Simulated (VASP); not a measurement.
```
Ca
1.0
    0.00000     2.68980     2.68980
    2.68980     0.00000     2.68980
    2.68980     2.68980     0.00000
Ca
1
Cartesian
  0.00000   0.00000   0.00000
```

All values below come from AM05 GGA, VASP's PBE PAW potentials (set 64) (plane waves; VASP). Numerical set-up: 520 eV cut-off, 12×12×12 Γ-centred mesh, first-order Methfessel-Paxton smearing of 0.10 eV, potentials Ca_sv.

Problem. Give the stress tensor in GPa (positive for a compressed cell).

Solution. 
```
1.17  0.00  0.00
0.00  1.17  0.00
0.00  0.00  1.17
```
The pressure is its mean diagonal, 1.17 GPa.

The compound is Ca in the fcc structure. This cell is one point of a volume scan, at 0.94 of the reference volume.
